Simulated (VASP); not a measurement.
A run of VASP 6.6.1 is set up as follows.

INCAR

```
PREC     = Accurate       # precision mode
ENCUT    = 600            # plane-wave cutoff, eV
EDIFF    = 1E-7           # SCF threshold, eV
ISMEAR   = 0              # smearing method
SIGMA    = 0.03           # smearing width, eV
LREAL    = False          # projectors in reciprocal space
LASPH    = True           # aspherical terms in the spheres
NELM     = 80             # most SCF steps
ALGO     = Normal         # electronic algorithm
ISIF     = 3              # what is computed and relaxed
LWAVE    = False          # write WAVECAR
LCHARG   = False          # write CHGCAR
GGA      = PS             # functional
IBRION   = 2              # ionic algorithm
NSW      = 90             # ionic steps
EDIFFG   = -0.005         # ionic threshold
KPAR     = 2
```

KPOINTS

```
regular mesh
0
Gamma
  8 8 8
```

The input POSCAR:

```
SrTiO3                                  
1.0
    3.8947475959      0.0000000000      0.0000000000
    0.0000000000      3.8947475959      0.0000000000
    0.0000000000      0.0000000000      3.8947475959
  Sr              Ti              O             
     1     1     3
Direct
     0.5000000000000000    0.5000000000000000    0.5000000000000000
     0.0000000000000000    0.0000000000000000    0.0000000000000000
     0.5000000000000000    0.0000000000000000    0.0000000000000000
     0.0000000000000000    0.5000000000000000    0.0000000000000000
     0.0000000000000000    0.0000000000000000    0.5000000000000000
```

Potentials or basis: VASP PAW PBE potentials, release 64 (Sr_sv, Ti_sv, O).

Command:

```console
$ cat potpaw_PBE.64/Sr_sv/POTCAR potpaw_PBE.64/Ti_sv/POTCAR potpaw_PBE.64/O/POTCAR > POTCAR
$ mpirun -np 2 vasp_std > vasp.out
```

Predict the band gap on the k mesh.

1.82 eV, indirect (least direct gap 2.17 eV).

Final structure:
```
Sr Ti O
1.0
     3.89475    0.00000    0.00000
     0.00000    3.89475    0.00000
     0.00000    0.00000    3.89475
Sr Ti O
1 1 3
Direct
  0.50000 0.50000 0.50000
  0.00000 0.00000 0.00000
  0.50000 0.00000 0.00000
  0.00000 0.50000 0.00000
  0.00000 0.00000 0.50000
```

Caveat: the relaxation stopped at its first step, so nothing moved. A k mesh can miss the band edges.
